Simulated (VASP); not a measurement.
A convergence study with VASP on CdSe (wurtzite): one setting is varied, all else stays as given below, so the limit is that of these other settings. Each run relaxes cell and ions from the cell shown.

```xyz
4
Lattice="2.1500 -3.7239 0.0000 2.1500 3.7239 0.0000 0.0000 0.0000 7.0100" Properties=species:S:1:pos:R:3 pbc="T T T"
Cd     2.1500    -1.2413     3.5050
Cd     2.1500     1.2413     0.0000
Se     2.1500    -1.2413     6.1408
Se     2.1500     1.2413     2.6358
```

Level of theory: PBE GGA, VASP's PBE PAW potentials (set 64) (plane waves; VASP 6.6.1). The tightest run used: 550 eV cut-off, 10×10×6 Γ-centred mesh, Gaussian smearing of 0.050 eV, potentials Cd Se.

```tsv
setting	relaxed volume (Å³/atom)	E (eV/atom)	irreducible k-points
2×2×1 mesh	27.311	-2.6093	2
3×3×2 mesh	30.141	-2.6998	6
4×4×2 mesh	29.948	-2.7360	8
```

Task: These are the cheaper rows. Estimate the results at 10×10×6 mesh, and how far the last row shown lies from them.

Result: 
```tsv
quantity	tightest run	last row shown is off by
relaxed volume (Å³/atom)	29.916	0.032
E (eV/atom)	-2.7488	0.0127
```

Left out are rungs that failed or repeat a setting and relaxations that didn't move; long series are thinned to 24 rows.

The compound is CdSe in the wurtzite structure.
